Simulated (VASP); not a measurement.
Energy against volume of TiN (rock salt). These are PBE GGA with D3 dispersion (Becke-Johnson damping), VASP's PBE PAW potentials (set 64) (plane waves; VASP 6.6.1) values and carry that method's errors.

```csv
V (Å³/atom),E (eV/atom)
8.755,-10.25625
9.034,-10.28264
9.314,-10.29097
9.593,-10.28388
9.873,-10.26361
```

Question: Fit a third-order Birch-Murnaghan equation of state.

Answer: 
```
Item                                           Result
---------------------------------------  ------------
volume per atom                          9.32 Å³/atom
bulk modulus                                  294 GPa
pressure derivative of the bulk modulus          4.24
lattice constant a                          0.4209 nm
```

Measured: bulk modulus 288 GPa (computed value off by +2.0 %), as given by V. Krasnenko et al., Solid State Sciences (2013), arXiv:1306.3139; a 4.239 Å (computed value off by -0.7 %), as given by Guo-Xu Zhang et al., New Journal of Physics (2018), doi:10.1088/1367-2630/aac7f0. The calculation is for a static lattice, while the measured bulk modulus, a hold thermal and zero-point effects, which are part of the difference.

The compound is TiN in the rock salt structure. It was relaxed first.
